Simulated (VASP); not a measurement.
An input for Quantum ESPRESSO's pw.x (written as the equivalent of a VASP run, and not itself run):

```
&CONTROL
  calculation = 'vc-relax'
  pseudo_dir = './pseudo'
  outdir = './out'
  tprnfor = .true.
  tstress = .true.
  nstep = 60
  forc_conv_thr = 0.00078
/
&SYSTEM
  ibrav = 0
  nat = 5
  ntyp = 3
  ecutwfc = 102
  occupations = 'smearing'
  smearing = 'gaussian'
  degauss = 0.003675
  input_dft = 'pz'
/
&ELECTRONS
  conv_thr = 7.3e-08
  electron_maxstep = 100
/
&IONS
/
&CELL
/
ATOMIC_SPECIES
  Rb 85.468 Rb.upf
  Cd 112.414 Cd.upf
  F 18.998 F.upf
CELL_PARAMETERS angstrom
     4.3397973   -0.0000000   -0.0000000
     0.0000000    4.3397973   -0.0000000
    -0.0000000   -0.0000000    4.3397973
ATOMIC_POSITIONS crystal
  Rb   0.0000000  0.0000000  0.0000000
  Cd   0.5000000  0.5000000  0.5000000
  F    0.0000000  0.5000000  0.5000000
  F    0.5000000  0.0000000  0.5000000
  F    0.5000000  0.5000000  0.0000000
K_POINTS automatic
  5 5 5 0 0 0
```

Problem. Write the VASP files for the same calculation (LDA).

Solution. One answer among several that fit: 
**KPOINTS**
```
Automatic mesh
0
Gamma
5 5 5
0 0 0
```

File POSCAR:
```
RbCdF3
1
    4.3397973231    -0.0000000000    -0.0000000000
    0.0000000000     4.3397973231    -0.0000000000
   -0.0000000000    -0.0000000000     4.3397973231
Rb Cd F
1 1 3
Direct
  0.0000000000   0.0000000000   0.0000000000
  0.5000000000   0.5000000000   0.5000000000
  0.0000000000   0.5000000000   0.5000000000
  0.5000000000   0.0000000000   0.5000000000
  0.5000000000   0.5000000000   0.0000000000
```

INCAR:
```
LASPH = T   # aspherical one-centre terms
NELM = 100   # most electronic steps
ISMEAR = 0
SIGMA = 0.05   # width (eV)
EDIFFG = -0.02
EDIFF = 1E-6   # SCF stop (eV)
ENCUT = 520   # plane-wave cut-off (eV)
SYSTEM = RbCdF3
ALGO = Normal
IBRION = 2
LCHARG = F
ISIF = 3   # ions, shape and volume
LMAXMIX = 4   # l cut-off of mixed one-centre charges
LWAVE = F
LREAL = F
PREC = Accurate
NSW = 60   # most ionic steps
```

POTCAR, in this order: Rb_sv Cd F (LDA.64 set). Program: vasp_std.

What does not carry over: the potentials are each code's own (VASP's PAW set, PseudoDojo norm-conserving files in pw.x), so ENCUT and ecutwfc are chosen apart and not converted; conv_thr bounds pw.x's estimated SCF error, while EDIFF bounds the energy change between steps; forc_conv_thr acts on force components and is met together with etot_conv_thr.

The structure comes from a computed database's RbCdF3 entry (Pm-3m); how it stands against other phases isn't given here. It was relaxed first, which changed the volume by -6 %. The start is the result of an earlier pass.
